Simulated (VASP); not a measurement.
# A VASP study of YNiC2 (rev-vdW-DF2 + U): structure first, properties next, part 2 of 2

Aim: relax YNiC2 with rev-vdW-DF2 + U, compute its properties on that cell and hold them against experiment. The start is a computed cell from the Materials Project.

VASP 6.6.1, plane waves and PAW; the level of theory is named at each step.

Still holding for the runs below: This run allows spin, but its moments start at zero, where symmetry between the spins tends to hold them, which is where the search above led. Its electron count is odd, so without a moment it is a metal by construction. A U on the itinerant d states of such a compound is hard to justify; it moves the bands at the Fermi level.

So far. Step 7 (Full relaxation (rev-vdW-DF2 + U)): It ends with a largest force of 0.005 eV/Å and a pressure of 0.06 GPa. Step 8 (Second relaxation): It ends with a largest force of 0.008 eV/Å and a pressure of -0.01 GPa. The volume moved by only 0.10 %, so the volume is settled. The relaxed cell has a, b, c = 3.551, 4.466, 5.954 Å (conventional setting).

### 9. Single point with fields (rev-vdW-DF2 + U)

A single point on the relaxed cell gives a clean self-consistent state, with density, ELF and potential written out.

INCAR reads:

```
SYSTEM = YNiC2
PREC = Accurate
ENCUT = 520
EDIFF = 1E-06
NELM = 100
ISMEAR = 0
SIGMA = 0.05
LREAL = .FALSE.
ALGO = Normal
GGA = MK
AGGAC = 0
LUSE_VDW = .TRUE.
PARAM1 = 0.1234
PARAM2 = 0.711357
ZAB_VDW = -1.8867
LASPH = .TRUE.
NBANDS = 22
ISPIN = 2
MAGMOM = 0 0 -0 -0
LDAU = .TRUE.
LDAUTYPE = 2
LDAUL = -1 2 -1
LDAUU = 0 5 0
LDAUJ = 0 0 0
LDAUPRINT = 1
LMAXMIX = 4
LORBIT = 11
LWAVE = .FALSE.
LCHARG = .TRUE.
ISIF = 2
LELF = .TRUE.
LVHAR = .TRUE.
```

POSCAR reads:

```
YNiC2
1.0
    3.5512842916      0.0000000000      0.0000000000
    0.0000000000      2.2331535195      2.9770357815
    0.0000000000     -2.2331535195      2.9770357815
Y Ni C
1 1 2
Direct
    0.0000000000      0.0029138797      0.0029138797
    0.5000000000      0.6118816285      0.6118816285
    0.5000000000      0.4574592388      0.1507452529
    0.5000000000      0.1507452529      0.4574592388
```

KPOINTS reads:

```
Automatic mesh
0
Gamma
8 8 8
0 0 0
```

PAW data sets: Y_sv, Ni and C (PBE family, release 64).

Run with:

```
mpirun -np 8 vasp_std
```

Elapsed: 92 s, on 8 MPI ranks of AMD EPYC 7R43, shared host; peak memory 1.8 GiB; 12 min of CPU time.

With spin, VASP writes an ELF for each channel.

This step gave:

```
SCF cycles : 16
bands      : 24
pressure   : 0.03899 GPa
```

Valence electrons inside each PAW sphere by angular momentum. Sphere charges, by row:

```csv
atom,s (e),p (e),d (e),f (e),tot (e)
Y1,2.174,6.437,1.053,0.072,9.737
Ni2,0.519,0.716,8.713,0,9.948
C3,0.871,1.603,0,0,2.474
C4,0.871,1.603,0,0,2.474
```

ELF of up spins in the bc plane of the conventional cell at fractional x = 0.500, with atoms of Ni and C within 0.2 Å of it. It is the smooth field of the valence electrons, not physical close to the nuclei.

Ten even steps from '0' (0.00) to '9' (0.86), each cell a mean:
```
02577633477631
13798776789852
24894389527973
23893189406962
12597589758831
00368777777410
00235544454200
00223211222210
01343100124321
34776310257763
67898521379877
95279732489438
94069622389318
97588311259758
77774100036877
44542000023554
12222100022321
01243210134310
```
Columns run along b (4.5 Å), rows up along c (6.0 Å), edges of the conventional cell, whose origin can differ from the input's. Atoms in or near the plane, at fractional coordinates: Ni at (0.50, 0.11), Ni at (0.00, 0.61), C at (0.15, 0.30), C at (0.65, 0.80), C at (0.85, 0.30), C at (0.35, 0.80).

Electrostatic potential energy in the bc plane of the conventional cell at fractional x = 0.500, with atoms of Ni and C within 0.2 Å of it. With pseudopotentials it is smooth inside the atoms' cores, unlike the true potential.

Values in eV, 18 rows by 14 columns, each cell a mean:
```
  0   0   1   0  -3  -6  -9 -10  -8  -4  -1   0   0   0
  0   1  -1  -6 -22 -25 -12  -8 -19 -26 -14  -2   0   1
  1   1  -3 -27 -41 -38 -37 -22 -44 -35 -42 -10   0   1
 -2  -2  -4 -34 -27 -19 -43 -29 -39 -11 -43 -14  -2  -2
-19 -12  -6 -18 -41 -43 -25 -13 -38 -43 -32  -8  -8 -16
-67 -42 -13  -5  -8  -9  -4  -3  -7 -10  -6  -7 -25 -58
-79 -68 -21  -4  -1  -1   0   0   0  -1  -1  -9 -43 -79
-79 -59 -17  -2   1   0   0   0   0   1   0  -7 -35 -75
-39 -23  -7   0   1   0   0  -1   0   1   0  -3 -14 -33
-10  -8  -4  -1   0   0   0   0   0   1   0  -3  -6  -9
 -8 -19 -26 -14  -2   0   1   0   1  -1  -6 -22 -25 -12
-22 -44 -35 -42 -10   0   1   1   1  -3 -27 -41 -38 -37
-29 -39 -11 -43 -14  -2  -2  -2  -2  -4 -34 -27 -19 -43
-13 -38 -43 -32  -8  -8 -16 -19 -12  -6 -18 -41 -43 -25
 -3  -7 -10  -6  -7 -25 -58 -67 -42 -13  -5  -8  -9  -4
  0   0  -1  -1  -9 -43 -79 -79 -68 -21  -4  -1  -1   0
  0   0   1   0  -7 -35 -75 -79 -59 -17  -2   1   0   0
 -1   0   1   0  -3 -14 -33 -39 -23  -7   0   1   0   0
```
Columns run along b (4.5 Å; values clipped at the 3rd and 97th percentile), rows up along c (6.0 Å), edges of the conventional cell, whose origin can differ from the input's. Atoms in or near the plane, at fractional coordinates: Ni at (0.50, 0.11), Ni at (0.00, 0.61), C at (0.15, 0.30), C at (0.65, 0.80), C at (0.85, 0.30), C at (0.35, 0.80).

Valence density in the bc plane of the conventional cell at fractional x = 0.500, with atoms of Ni and C within 0.2 Å of it. It is the smooth field of the valence electrons, not physical close to the nuclei.

Ten steps, logarithmic in the rise over the least value, from '_' (0 e/Å³) to '@' (12 e/Å³), each cell a mean:
```
____..::------==------::..__
__..::--==============--..__
..::--++++++++++++++++==::..
::::--++++++******++++==--::
++==--==++++++++++++++==--==
%%**==--==--------====--++%%
@@%%++--::::....::::::--##@@
@@%%==::....______..::--**%%
**++--::..________....::==**
==------::..______..::------
========--..____..::--======
++++++++==::....::--++++++++
****++++==--::::::--++++++**
++++++++==--==++==--==++++++
----====--++%%%%**==--==----
..::::::--##@@@@%%++--::::..
____..::--**%%@@%%==::....__
____....::==****++--::..____
```
Columns run along b (4.5 Å), rows up along c (6.0 Å), edges of the conventional cell, whose origin can differ from the input's. Atoms in or near the plane, at fractional coordinates: Ni at (0.50, 0.11), Ni at (0.00, 0.61), C at (0.15, 0.30), C at (0.65, 0.80), C at (0.85, 0.30), C at (0.35, 0.80).

In this run the pressure is 0.04 GPa, small enough to go on; single stress components reach 0.09 GPa.

### 10. Band structure (rev-vdW-DF2 + U)

The mesh alone shows little of the dispersion and can miss band extrema, so KPOINTS_OPT adds a path through the symmetry points after the self-consistent cycle.

INCAR, as its differences from that of step 9:

```diff
@@ -16,3 +16,3 @@
 LASPH = .TRUE.
-NBANDS = 22
+NBANDS = 30
 ISPIN = 2
@@ -28,5 +28,3 @@
 LWAVE = .FALSE.
-LCHARG = .TRUE.
-ISIF = 2
-LELF = .TRUE.
-LVHAR = .TRUE.
+LCHARG = .FALSE.
+KPAR = 8
```

POSCAR is that of step 9.

KPOINTS is that of step 9.

KPOINTS_OPT reads:

```
Line mode
16
Line-mode
Reciprocal
  0.00000000   0.00000000   0.00000000 GAMMA
  0.00000000   0.39067245  -0.39067245 X

  0.00000000   0.39067245  -0.39067245 X
  0.00000000   0.00000000  -0.50000000 S

  0.00000000   0.00000000  -0.50000000 S
 -0.50000000   0.00000000  -0.50000000 R

 -0.50000000   0.00000000  -0.50000000 R
 -0.50000000   0.39067245  -0.39067245 A

 -0.50000000   0.39067245  -0.39067245 A
 -0.50000000   0.00000000   0.00000000 Z

 -0.50000000   0.00000000   0.00000000 Z
  0.00000000   0.00000000   0.00000000 GAMMA

  0.00000000   0.00000000   0.00000000 GAMMA
  0.00000000  -0.50000000  -0.50000000 Y

  0.00000000  -0.50000000  -0.50000000 Y
  0.00000000  -0.39067245  -0.60932755 X1

  0.00000000  -0.39067245  -0.60932755 X1
 -0.50000000  -0.39067245  -0.60932755 A1

 -0.50000000  -0.39067245  -0.60932755 A1
 -0.50000000  -0.50000000  -0.50000000 T

 -0.50000000  -0.50000000  -0.50000000 T
  0.00000000  -0.50000000  -0.50000000 Y

 -0.50000000   0.00000000   0.00000000 Z
 -0.50000000  -0.50000000  -0.50000000 T
```

Run with:

```
mpirun -np 8 vasp_std
```

The job ended after 2.7 min (8 MPI ranks; peak memory 4.4 GiB; 21 min of CPU time).

This step gave:

- bands: 30
- pressure: -0.01673 GPa

Both spin channels agree. The electronic bands at the labelled points (eV, zero at the Fermi level; # counts the bands kept in this run):

```csv
point,#6,#7,#8,#9,#10,#11,#12,#13
Γ,-3.31,-3.09,-1.90,-1.58,0.37,0.61,1.99,3.73
0.47 of the way,-3.59,-3.29,-2.37,-1.73,1.01,1.08,2.00,3.43
X,-3.57,-3.29,-3.06,-1.66,0.64,1.83,2.56,3.51
0.47 of the way,-3.46,-3.42,-2.34,-2.00,0.66,1.19,2.13,3.91
S,-3.38,-3.37,-2.46,-1.78,0.20,1.42,2.57,3.64
0.47 of the way,-3.39,-3.12,-2.57,-1.63,-0.35,1.64,2.73,4.05
R,-3.45,-2.78,-2.39,-1.58,-1.19,2.60,2.87,4.70
0.47 of the way,-3.75,-2.56,-2.53,-1.95,-0.86,2.31,2.93,4.91
A,-3.46,-3.04,-2.30,-2.19,-0.32,1.74,3.81,4.98
0.47 of the way,-3.54,-2.94,-2.45,-1.20,-1.06,1.86,3.52,4.16
Z,-3.57,-2.40,-2.35,-1.03,-0.84,0.13,2.03,3.88
0.47 of the way,-3.46,-2.74,-2.33,-1.28,-0.03,0.54,1.49,2.89
Γ,-3.31,-3.09,-1.90,-1.58,0.37,0.61,1.99,3.73
0.53 of the way,-3.68,-2.95,-2.90,-2.44,1.16,1.50,1.64,2.69
Y,-3.76,-3.65,-2.97,-1.71,1.30,1.76,2.93,3.77
0.47 of the way,-3.67,-3.59,-3.01,-1.70,1.11,1.78,2.82,3.74
X1,-3.57,-3.29,-3.06,-1.66,0.64,1.83,2.56,3.51
0.47 of the way,-3.34,-3.16,-3.05,-1.87,0.39,1.80,3.10,4.24
A1,-3.46,-3.04,-2.30,-2.19,-0.32,1.74,3.81,4.98
0.53 of the way,-3.74,-2.95,-2.21,-2.18,-0.40,1.81,4.35,4.96
T,-3.70,-2.91,-2.22,-2.15,-0.44,1.86,4.56,5.01
0.47 of the way,-3.68,-3.10,-2.94,-1.84,0.56,1.57,3.51,4.35
Y,-3.76,-3.65,-2.97,-1.71,1.30,1.76,2.93,3.77
jump to Z,-3.57,-2.40,-2.35,-1.03,-0.84,0.13,2.03,3.88
0.47 of the way,-3.26,-2.92,-2.81,-1.92,0.09,0.42,1.83,4.44
T,-3.70,-2.91,-2.22,-2.15,-0.44,1.86,4.56,5.01
```

Of the projections kept (Y, Ni, C), the largest for each band there, as a share of the weight inside these atoms' spheres; weight between the spheres isn't counted:

```csv
point,#6,#7,#8,#9,#10,#11,#12,#13
Γ,Ni 0.96,Ni 0.81,Ni 0.59,Ni 0.69,Y 0.69,Ni 0.57,C 0.55,Y 0.96
X,Ni 0.86,Ni 0.94,Ni 0.66,Ni 0.74,Y 0.45,Y 0.69,Y 0.49,Y 0.85
S,Ni 0.87,Ni 0.94,Ni 0.74,Ni 0.67,Y 0.48,C 0.46,Y 0.73,Y 0.91
R,Ni 0.96,Ni 0.60,Ni 0.96,Ni 0.65,Ni 0.51,Ni 0.47,Y 0.73,Y 0.85
A,Ni 0.91,Ni 0.73,Ni 0.78,Ni 0.92,Y 0.58,Y 0.38,C 0.48,Y 0.94
Z,Ni 0.96,C 0.35,Ni 0.96,Ni 0.71,Y 0.47,Ni 0.78,Y 0.66,Y 0.88
```

There is no gap at this level.

Of the bands kept, 1 crosses the Fermi level on this path.

### 11. Total and projected DOS (rev-vdW-DF2 + U)

Here the states are counted by energy and projected on the atoms. The mesh is finer than in the run before.

INCAR, as its differences from that of step 10:

```diff
@@ -5,3 +5,3 @@
 NELM = 100
-ISMEAR = 0
+ISMEAR = -5
 SIGMA = 0.05
@@ -30 +30,2 @@
 KPAR = 8
+NEDOS = 2001
```

POSCAR is that of step 10.

KPOINTS reads:

```
Automatic mesh
0
Gamma
11 11 11
0 0 0
```

Run with:

```
mpirun -np 8 vasp_std
```

It took 2.8 min on 8 MPI ranks; peak memory 5.8 GiB.

With tetrahedra the forces and stress of a metal are not exact derivatives of the energy.

Numbers from this step:

- SCF cycles: 15
- irreducible k-points: 216
- free energy (TOTEN): -22.80 eV
- Fermi energy: 6.852 eV
- pressure: -0.01193 GPa
- DOS at the Fermi level, one point of the energy grid: 1.100 states/eV/cell

The density of states has structure finer than the step of the table below, so its rows give means over 0.5 eV, whole bins alone (the curve runs from -12.0 to 5.51 eV). Peaks (eV: height): total -6.05: 4.61, -3.47: 9.66, -2.99: 5.69, -2.52: 6.28; Ni d -3.47: 7.40, -2.99: 3.81, -2.52: 4.34, -2.11: 1.82; Y d 0.21: 0.505, 1.50: 0.836, 3.68: 1.32, 5.31: 2.08; C p -6.05: 1.32, -5.44: 1.06, -2.99: 0.552, 1.50: 0.515; Ni p -6.05: 0.235, -5.03: 0.156, -2.99: 0.171, -1.83: 0.167.

States under -12.0 eV and over 5.5 eV are left out; both spin channels agree and are summed. The density of states by energy, zero at the Fermi level; means over each step; 7 of 9 lines; values in states/eV/cell:

```csv
energy (eV),total,Ni d,Y d,C p,Ni p,Y p,Ni s
-10.0,0,0,0,0,0,0,0
-9.5,0.0731,0.00455,0.00169,0.00674,0.00258,0.00247,0.00824
-9.0,1.57,0.134,0.0591,0.149,0.0563,0.0616,0.160
-8.5,1.63,0.230,0.0713,0.161,0.0658,0.0488,0.102
-8.0,0.697,0.0906,0.0330,0.0749,0.0429,0.0184,0.0283
-7.5,0.381,0.0541,0.0123,0.0955,0.0141,0.0119,0.0425
-7.0,0.937,0.181,0.0268,0.276,0.0351,0.0303,0.0955
-6.5,1.58,0.371,0.0393,0.469,0.0790,0.0449,0.0742
-6.0,3.14,0.887,0.125,0.878,0.121,0.128,0.0431
-5.5,2.88,0.815,0.173,0.825,0.0724,0.119,0.0441
-5.0,2.71,0.691,0.161,0.855,0.117,0.109,0.0368
-4.5,0.452,0.155,0.0158,0.125,0.0146,0.0194,0.00379
-4.0,2.26,1.52,0.0961,0.221,0.0392,0.0437,0.0149
-3.5,6.84,5.12,0.237,0.343,0.0989,0.161,0.0813
-3.0,3.46,2.27,0.140,0.304,0.112,0.101,0.0497
-2.5,3.52,2.28,0.197,0.332,0.109,0.0617,0.0523
-2.0,2.52,1.44,0.133,0.349,0.107,0.0546,0.0452
-1.5,1.19,0.558,0.0919,0.197,0.0913,0.0210,0.0147
-1.0,0.693,0.208,0.112,0.0997,0.0425,0.0323,0.00184
-0.5,0.938,0.197,0.210,0.121,0.0602,0.0608,8.0e-4
0.0,1.21,0.282,0.334,0.147,0.0601,0.0514,0.00247
0.5,1.19,0.302,0.359,0.147,0.0453,0.0284,0.00265
1.0,0.993,0.239,0.287,0.149,0.0300,0.0223,0.00259
1.5,2.37,0.473,0.681,0.416,0.0538,0.0743,0.0154
2.0,1.95,0.362,0.606,0.327,0.0415,0.0423,0.0188
2.5,1.55,0.211,0.633,0.214,0.0361,0.0291,0.0126
3.0,1.32,0.148,0.575,0.183,0.0327,0.0299,0.00738
3.5,1.69,0.139,0.919,0.185,0.0312,0.0232,0.00764
4.0,1.85,0.111,1.10,0.200,0.0225,0.0260,0.00642
4.5,1.98,0.0996,1.24,0.172,0.0233,0.0425,0.00989
5.0,2.99,0.170,1.82,0.260,0.0573,0.0705,0.0261
```

The finer mesh and the other smearing move the Fermi level by +0.03 eV from the 8×8×8 run, a small shift, which tests the Fermi level alone. Of the states within 0.3 eV of the Fermi level, the largest shares in the PAW spheres are Y d 28 %, Ni d 23 % and C p 12 %. The rest lies in smaller channels or between the spheres.

### 12. Vibrations at Γ (rev-vdW-DF2 + U)

Zone-centre modes test whether the atoms sit at a minimum within this cell. IBRION = 6 takes the force constants from differences of forces between displaced cells, so the forces must be tight.

INCAR, as its differences from that of step 11:

```diff
@@ -3,6 +3,6 @@
 ENCUT = 520
-EDIFF = 1E-06
+EDIFF = 1E-08
 NELM = 100
-ISMEAR = -5
-SIGMA = 0.05
+ISMEAR = 1
+SIGMA = 0.2
 LREAL = .FALSE.
@@ -16,3 +16,3 @@
 LASPH = .TRUE.
-NBANDS = 30
+NBANDS = 22
 ISPIN = 2
@@ -30,2 +30,6 @@
 KPAR = 8
-NEDOS = 2001
+IBRION = 6
+NFREE = 2
+POTIM = 0.015
+ISIF = 2
+NSW = 1
```

POSCAR is that of step 11.

KPOINTS is that of step 11.

Run with:

```
mpirun -np 8 vasp_std
```

Elapsed: 38 min, on 8 MPI ranks; peak memory 15 GiB; 5.1 h of CPU time.

The last energy, forces, stress and levels in OUTCAR belong to the last displaced cell, not to the cell of POSCAR.

This step gave:

```yaml
bands: 22
pressure_of_the_cell: -0.02328 GPa
largest_force_of_the_cell: 0.03699 eV/Å
```

The modes at Γ (shares of kinetic energy by element, %):

```csv
mode,frequency (cm⁻¹),symmetry,Y %,Ni %,C %
1,-0.1,acoustic,52,34,14
2,-0.1,acoustic,52,34,14
3,-0.1,acoustic,52,34,14
4,196.7,B,47,44,9
5,197.6,B,42,58,0
6,203.2,A1,47,47,6
7,311.8,B,6,8,86
8,381.1,A2,0,0,100
9,517.5,B,1,17,82
10,524.4,A1,1,18,81
11,606.7,B,0,6,94
12,1344.7,A1,0,0,99
```

Displacements in mode 4 (196.7 cm⁻¹), the largest set to 1:
```
Y1   0.00 -0.84  0.00
Ni2  0.00  1.00  0.00
C3   0.00  0.67 -0.28
C4   0.00  0.67  0.28
```

Displacements in mode 10 (524.4 cm⁻¹), the largest set to 1:
```
Y1   0.00  0.00 -0.07
Ni2  0.00  0.00 -0.30
C3   0.00  0.11  1.00
C4   0.00 -0.11  1.00
```

The three acoustic modes lie within 0.1 cm⁻¹ of zero, and all others are real. By the characters of their eigenvectors the optical modes sort into (cm⁻¹) Raman active: B 197, B 198, A1 203, B 312, A2 381, B 517, A1 524, B 607, A1 1345; infrared active: B 197, B 198, A1 203, B 312, B 517, A1 524, B 607, A1 1345. B labels carry no number here, since it depends on the setting of the axes.

### 13. Total energy, forces and stress (rev-vdW-DF2 + U) with a changed input

A single point gives energy, forces and stress at these settings. Some settings are moved from the usual, to see what they do.

INCAR, as its differences from that of step 12:

```diff
@@ -3,6 +3,6 @@
 ENCUT = 520
-EDIFF = 1E-08
+EDIFF = 1E-06
 NELM = 100
-ISMEAR = 1
-SIGMA = 0.2
+ISMEAR = 0
+SIGMA = 0.05
 LREAL = .FALSE.
@@ -30,6 +30,3 @@
 KPAR = 8
-IBRION = 6
-NFREE = 2
-POTIM = 0.015
 ISIF = 2
-NSW = 1
+NELMIN = 4
```

POSCAR is that of step 12.

KPOINTS reads:

```
Automatic mesh
0
Monkhorst-Pack
4 4 4
0 0 0
```

Run with:

```
mpirun -np 8 vasp_std
```

The job ended after 56 s (8 MPI ranks; peak memory 2.6 GiB).

The run converged, and its energy and pressure stay near those of the sound run.

Against the sound run on this cell (total and projected DOS (rev-vdW-DF2 + U)) the energy at zero smearing moves by +0.3 meV an atom and the pressure by -0.05 GPa.

Settings moved from the usual: k-mesh = 4×4×4, shifted = True and NELMIN = 4. KPOINTS differs too.

The mesh holds 12 irreducible points against 216. NELMIN acts on the way to self-consistency or on speed; a fully converged result doesn't depend on them, though slow mixing can meet EDIFF with the stress still off.

### 14. Results

* relaxed volume: 11.80 Å³/atom
* relaxed conventional cell a, b, c: 3.551, 4.466, 5.954 Å
* space group after relaxing, within 0.02 Å: Amm2 (No. 38)
* moment of the cell: 0 μB
* band gap: none, a metal
* DOS at the Fermi level: 1.10 states/eV/cell
* highest zone-centre mode: 1345 cm⁻¹

In words: With rev-vdW-DF2 + U, YNiC2 relaxes to 11.80 Å³/atom in space group Amm2 (held by the symmetry of the run) and comes out as a metal. Band structure (rev-vdW-DF2 + U): Of the bands kept, 1 crosses the Fermi level on this path. Vibrations at Γ (rev-vdW-DF2 + U): The highest mode in this list at Γ, 1344.7 cm⁻¹, is mostly motion of C (99 % of the kinetic energy). Spin-orbit coupling is left out; it would split some degenerate bands. With an odd electron count and no spin the cell is a metal by construction. Modes at Γ alone can't show that the crystal is stable at other wave vectors. In such a metal, moments, volume and the states at the Fermi level hinge on the chosen U. No search among competing phases was made, and a listed structure need not be the one stable at ambient conditions. All values are for a static lattice at zero temperature.

Calculation against experiment:

| quantity | measured | rev-vdW-DF2, DFT+U, zero-moment start |
| --- | --- | --- |
| lattice constant a (Å) | 3.5733 | 3.551 (-0.6 %) |
| lattice constant b (Å) | 4.5082 | 4.466 (-0.9 %) |
| lattice constant c (Å) | 6.0351 | 5.954 (-1.3 %) |

Measured values from arxiv:1905.02919 (2019).

Verdict: The lattice constant a is off by -0.6 %. The lattice constant b is off by -0.9 %. The lattice constant c is off by -1.3 %. The magnetic state of these runs (no moments) need not be that of the sample, so the match is not graded. Zero-point motion and thermal expansion are not in the computed lattice constants.

[Lines on the potential files, build, host, timing and source positions are cut from VASP's logs without a mark.]

[Logs are printed without paths, hosts, clocks, repeated set-up lines and the standing remarks that a program may print on its own settings, such as how far it seeks lower states.]

[Hosts, paths, dates, database ids (printed as entryN), source tags and the programs' standing remarks are cut or masked in the printed files.]

[A measured line is paired with the nearest computed mode of its activity, which favours agreement.]

[In band tables of VASP the shares of atoms and orbitals are scaled to a sum of 1 inside the atoms' spheres.]
